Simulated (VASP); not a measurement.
# Fe (Im-3m) in VASP: notebook, part 2 of 2

VASP 6.6.1. The steps go on from the part before.

## Step 3: Relaxation of cell and atoms, LDA, collinear spin, ferromagnetic start

Contents of INCAR:

```
ALGO     = Normal         # electronic algorithm
AMIX     = 0.2          
AMIX_MAG = 0.8          
BMIX     = 1E-4         
BMIX_MAG = 1E-4         
EDIFF    = 1E-6           # SCF threshold, eV
EDIFFG   = -0.01          # ionic threshold
ENCUT    = 600            # plane-wave cutoff, eV
IBRION   = 2              # ionic algorithm
ISIF     = 3              # what is computed and relaxed
ISMEAR   = 1              # smearing method
ISPIN    = 2              # spin polarisation
LASPH    = True           # aspherical terms in the spheres
LCHARG   = False          # write CHGCAR
LMAXMIX  = 4              # l up to which the mixer works
LORBIT   = 11             # projections on sites
LREAL    = False          # projectors in reciprocal space
LWAVE    = False          # write WAVECAR
MAGMOM   = 2.5            # initial moments
NELM     = 150            # most SCF steps
NSW      = 90             # ionic steps
PREC     = Accurate       # precision mode
SIGMA    = 0.1            # smearing width, eV
```

Contents of KPOINTS:

```
k-points
0
Gamma
  18 18 18
```

Contents of POSCAR:

```
Fe
1.0
   -1.4430000000      1.4430000000      1.4430000000
    1.4430000000     -1.4430000000      1.4430000000
    1.4430000000      1.4430000000     -1.4430000000
Fe
1
Direct
    0.0000000000      0.0000000000      0.0000000000
```

Potentials or basis: VASP PAW LDA potentials, release 64 (Fe).

Started as:

```bash
$ cat potpaw_LDA.64/Fe/POTCAR > POTCAR
$ mpirun -np 1 vasp_std > vasp.out
```

OUTCAR:

```text
AMIX = 0.2
   AMIX_MAG = 0.8
   EDIFF = 1E-6
   EDIFFG = -0.01
   ENCUT = 600
   IBRION = 2
   ISIF = 3
   ISMEAR = 1
   ISPIN = 2
   LASPH = True
   LORBIT = 11
   LREAL = False
   NELM = 150
   NSW = 90
   PREC = Accurate

 ion  position               nearest neighbor table
   1  0.000  0.000  0.000-

  LATTYP: Found a body centered cubic cell.
 ALAT       =     2.8860000000

  Lattice vectors:

 A1 = (  -1.4430000000,   1.4430000000,   1.4430000000)
 A2 = (   1.4430000000,  -1.4430000000,   1.4430000000)
 A3 = (   1.4430000000,   1.4430000000,  -1.4430000000)

Analysis of symmetry for initial positions (statically):
=====================================================================
 Subroutine PRICEL returns:
 Original cell was already a primitive cell.

 Routine SETGRP: Setting up the symmetry group for a
 body centered cubic supercell.

 Subroutine GETGRP returns: Found 48 space group operations
[... 406 lines left out ...]

 spin component 1

 k-point     1 :       0.0000    0.0000    0.0000
  band No.  band energies     occupation
      1      -2.3659      1.00000
      2       4.2465      1.00000
      3       4.2465      1.00000
      4       4.2465      1.00000
      5       5.8048      1.00000
      6       5.8048      1.00000
      7      32.4753      0.00000
      8      32.4753      0.00000
      9      32.4753      0.00000
[... 265 lines left out ...]
 k-point    24 :       0.3889    0.1111   -0.0000
  band No.  band energies     occupation
      1       1.5421      1.00000
      2       3.0566      1.00000
      3       5.0422      1.00000
      4       5.8035      1.00000
      5       6.4390      1.00002
      6       8.6989     -0.00000
      7      15.7591      0.00000
      8      23.8350      0.00000
      9      27.4452      0.00000

 [... further k-points ...]

 spin component 2

 k-point     1 :       0.0000    0.0000    0.0000
  band No.  band energies     occupation
      1      -1.9875      1.00000
      2       5.8276      1.00000
      3       5.8276      1.00000
      4       5.8276      1.00000
      5       7.9007     -0.00000
      6       7.9007     -0.00000
      7      32.6548      0.00000
      8      32.6548      0.00000
      9      32.6548      0.00000
[... 304 lines left out ...]
  FREE ENERGIE OF THE ION-ELECTRON SYSTEM (eV)
  ---------------------------------------------------
  free  energy   TOTEN  =        -9.2249250931 eV

  energy  without entropy=       -9.2252355155  energy(sigma->0) =       -9.22502857

 reached required accuracy - stopping structural energy minimisation

 total charge

# of ion       s       p       d       tot
------------------------------------------
    1        0.529   0.621   6.337   7.487

 magnetization (x)

# of ion       s       p       d       tot
------------------------------------------
    1       -0.009  -0.031   1.958   1.918
```

It took 69 s on 1 thread of Intel Xeon 6975P-C (Granite Rapids), shared host; peak memory 0.18 GiB.

Results:

| Quantity | Value |
| --- | --- |
| Free energy | -9.2249 eV |
| Relaxed volume | 10.36 Å³/atom |
| Relaxed cell | a = 2.378 Å, b = 2.378 Å, c = 2.378 Å, α = 109.47°, β = 109.47°, γ = 109.47° |
| Space group after relaxing (to 0.05 Å) | Im-3m (No. 229) |
| Energy gained by relaxing | 155.6 meV/atom |
| Ionic steps | 7 |
| Pressure after relaxing | -0.1 GPa |
| Band gap on the k mesh | none (metal or under the smearing width) |
| Net moment | 1.95 μB per cell |
| Site moments | Fe +1.92 μB |
| Valence electrons inside the program's atomic spheres | Fe 7.49 |

The path:
```
step  energy change (eV)  largest force (eV/Å)  pressure (GPa)  volume (Å³)
   1              0.0000                0.0000          -26.49        12.02
   2              0.0665                0.0000           56.08         8.88
   3             -0.1554                0.0000           -1.30        10.41
   4             -0.1556                0.0000           -0.47        10.37
   5             -0.1556                0.0000            0.32        10.34
   6             -0.1556                0.0000           -0.17        10.37
   7             -0.1556                0.0000           -0.05        10.36
```

Final structure:
```
Fe
1.0
    -1.37320    1.37320    1.37320
     1.37320   -1.37320    1.37320
     1.37320    1.37320   -1.37320
Fe
1
Direct
  0.00000 0.00000 0.00000
```

Levels at points of the mesh, in eV from the Fermi level:
Spin up:
| k point | band 2 | band 3 | band 4 | band 5 | band 6 | band 7 | band 8 | band 9 |
| --- | --- | --- | --- | --- | --- | --- | --- | --- |
| (0.00, 0.00, 0.00) | -2.52 | -2.52 | -2.52 | -0.96 | -0.96 | 25.71 | 25.71 | 25.71 |
| (0.50, 0.00, 0.00) | -3.79 | -0.92 | -0.73 | 0.35 | 0.62 | 8.18 | 18.97 | 21.49 |
| (0.50, 0.50, 0.50) | -5.41 | 0.31 | 0.31 | 0.31 | 10.42 | 10.42 | 10.42 | 16.62 |
Spin down:
```csv
k point,band 1,band 2,band 3,band 4,band 5,band 6,band 7
"(0.00, 0.00, 0.00)",-8.75,-0.94,-0.94,-0.94,1.13,1.13,25.89
"(0.50, 0.00, 0.00)",-4.39,-2.36,0.73,1.05,1.42,2.46,9.41
"(0.50, 0.50, 0.50)",-3.98,-3.98,2.11,2.11,2.11,10.87,10.87
```

Caveat: the volume moved by -14 % from the deposited cell, more than functionals usually miss. Zero-point motion and thermal expansion aren't in these numbers.

## Step 4: Relaxation of cell and atoms, LDA, collinear spin, ferromagnetic start

This run uses another cell than the first one, of 10.36 Å³/atom, 0.862 times its volume.

Changes to INCAR since step 3:

```diff
@@ -5,4 +5,4 @@
 BMIX_MAG = 1E-4         
-EDIFF    = 1E-6           # SCF threshold, eV
-EDIFFG   = -0.01          # ionic threshold
+EDIFF    = 1E-7           # SCF threshold, eV
+EDIFFG   = -0.005         # ionic threshold
 ENCUT    = 600            # plane-wave cutoff, eV
```

KPOINTS is that of step 3.

Contents of POSCAR:

```
Fe                                      
1.0
   -1.3731950906      1.3731950906      1.3731950906
    1.3731950906     -1.3731950906      1.3731950906
    1.3731950906      1.3731950906     -1.3731950906
  Fe            
     1
Direct
     0.0000000000000000    0.0000000000000000    0.0000000000000000
```

Started as:

```bash
$ cat potpaw_LDA.64/Fe/POTCAR > POTCAR
$ mpirun -np 1 vasp_std > vasp.out
```

It took 18 s on 1 thread of Intel Xeon 6975P-C (Granite Rapids), shared host; peak memory 0.15 GiB.

The run converged. Its results:

```
Free energy                                           : -9.2242 eV
Pressure after relaxing                               : 0.0 GPa
Band gap on the k mesh                                : none (metal or under the smearing width)
Net moment                                            : 1.95 μB per cell
Site moments                                          : Fe +1.92 μB
Valence electrons inside the program's atomic spheres : Fe 7.49
```

Final structure:
```
Fe
1.0
    -1.37320    1.37320    1.37320
     1.37320   -1.37320    1.37320
     1.37320    1.37320   -1.37320
Fe
1
Direct
  0.00000 0.00000 0.00000
```

Levels at points of the mesh, in eV from the Fermi level:
Spin up:
```
           k point  band 2  band 3  band 4  band 5  band 6  band 7  band 8  band 9
(0.00, 0.00, 0.00)   -2.52   -2.52   -2.52   -0.96   -0.96   25.71   25.71   25.71
(0.50, 0.00, 0.00)   -3.79   -0.92   -0.73    0.35    0.63    8.18   18.97   21.49
(0.50, 0.50, 0.50)   -5.41    0.31    0.31    0.31   10.42   10.42   10.42   16.62
```
Spin down:
```csv
k point,band 1,band 2,band 3,band 4,band 5,band 6
"(0.00, 0.00, 0.00)",-8.75,-0.94,-0.94,-0.94,1.13,1.13
"(0.50, 0.00, 0.00)",-4.39,-2.36,0.73,1.05,1.42,2.46
"(0.50, 0.50, 0.50)",-3.98,-3.98,2.11,2.11,2.11,10.87
```

Caveat: the relaxation stopped at its first step, so nothing moved.

## Step 5: Single point, r2SCAN, collinear spin, ferromagnetic start

Contents of INCAR:

```
SYSTEM = Fe
PREC = Accurate
ENCUT = 600
EDIFF = 1E-6
ISMEAR = 1
SIGMA = 0.1
LREAL = .False.
LASPH = .True.
NELM = 150
ALGO = Normal
ISIF = 2
LWAVE = .False.
LCHARG = .False.
ISPIN = 2
MAGMOM = 2.5
LORBIT = 11
LMAXMIX = 4
METAGGA = R2SCAN
LMIXTAU = .True.
AMIX = 0.2
BMIX = 1E-4
AMIX_MAG = 0.8
BMIX_MAG = 1E-4
```

Contents of KPOINTS:

```
regular mesh
0
Gamma
  18 18 18
  0 0 0
```

Contents of POSCAR:

```
Fe
1.0
   -1.4430000000      1.4430000000      1.4430000000
    1.4430000000     -1.4430000000      1.4430000000
    1.4430000000      1.4430000000     -1.4430000000
Fe
1
Direct
    0.0000000000      0.0000000000      0.0000000000
```

Potentials or basis: VASP PAW PBE potentials, release 64 (Fe).

Started as:

```bash
$ cat potpaw_PBE.64/Fe/POTCAR > POTCAR
$ mpirun -np 1 vasp_std > vasp.out
```

Wall time 1.7 min (1 thread of Intel Xeon Platinum 8559C (Emerald Rapids), shared host); peak memory 0.17 GiB.

Results (log left out):

- Free energy: -14.3559 eV
- Pressure: -4.8 GPa
- Band gap on the k mesh: none (metal or under the smearing width)
- Net moment: 2.64 μB per cell
- Site moments: Fe +2.72 μB
- Valence electrons inside the program's atomic spheres: Fe 7.16

Levels at points of the mesh, in eV from the Fermi level:
Spin up:
| k point | band 2 | band 3 | band 4 | band 5 | band 6 | band 7 | band 8 | band 9 |
| --- | --- | --- | --- | --- | --- | --- | --- | --- |
| (0.00, 0.00, 0.00) | -3.07 | -3.07 | -3.07 | -1.92 | -1.92 | 25.41 | 25.41 | 25.41 |
| (0.50, 0.00, 0.00) | -4.02 | -1.87 | -1.76 | -0.62 | 0.55 | 6.67 | 18.58 | 19.87 |
| (0.50, 0.50, 0.50) | -5.23 | -0.86 | -0.86 | -0.86 | 9.78 | 9.78 | 9.78 | 15.26 |
Spin down:
```tsv
k point	band 1	band 2	band 3	band 4	band 5	band 6	band 7
(0.00, 0.00, 0.00)	-9.04	0.35	0.35	0.35	2.52	2.52	25.03
(0.50, 0.00, 0.00)	-3.44	-1.03	-0.05	2.35	2.80	3.31	8.93
(0.50, 0.50, 0.50)	-2.58	-2.58	3.01	3.01	3.01	10.10	10.10
```

Caveat: the PAW data sets were made with another functional, which shifts forces and pressure a little.

## Step 6: Overview

| task | level | potentials or basis | cell | gap on the mesh (eV) | pressure (GPa) | moment (μB) |
| --- | --- | --- | --- | --- | --- | --- |
| single point | LDA | VASP PAW LDA potentials, release 64 (Fe) | Im-3m, 12.02 Å³/atom | none | -26.5 | 2.19 |
| relaxation of cell and atoms | LDA | VASP PAW LDA potentials, release 64 (Fe) | relaxed | none | 0.0 | 1.95 |
| single point | r2SCAN | VASP PAW PBE potentials, release 64 (Fe) | Im-3m, 12.02 Å³/atom | none | -4.8 | 2.64 |

Alike in all rows: spin collinear, ferromagnetic start; k mesh 18 × 18 × 18; cutoff (eV) 600; smearing methfessel-paxton 0.1 eV.

Caveats: so large a pressure means that the cell lies far from this level's equilibrium, or that cutoff or potentials fall short (some runs); the relaxation stopped at its first step, so nothing moved (some runs); the PAW data sets were made with another functional, which shifts forces and pressure a little (some runs).

Total energies depend on the potentials used, so only differences within one code and one set of settings carry meaning.
